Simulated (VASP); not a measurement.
```xyz
2
Lattice="0.0000 2.3787 2.3787 2.3787 0.0000 2.3787 2.3787 2.3787 0.0000" Properties=species:S:1:pos:R:3 pbc="T T T"
Y      0.0000     0.0000     0.0000
N      2.3787     2.3787     2.3787
```

Calculation: AM05 GGA, VASP's PBE PAW potentials (set 64) (plane waves; VASP 6.6.1). Numerical set-up: 520 eV cut-off, 9×9×9 Γ-centred mesh, Gaussian smearing of 0.050 eV, potentials Y_sv N.

Q: Estimate the energy per atom (σ→0), pressure, band gap (on the k-mesh) with the smallest direct gap where there is one.

A: 
```json
{
 "band gap (on the k-mesh)": "none (metal, semimetal or under 0.01 eV)",
 "energy per atom (σ→0)": "-9.277 eV/atom",
 "pressure": "11.82 GPa"
}
```

Total energies compare only between runs with the same potentials, cut-off and functional.

The compound is YN in the rock salt structure. This cell is one point of a volume scan, at 0.94 of the reference volume.
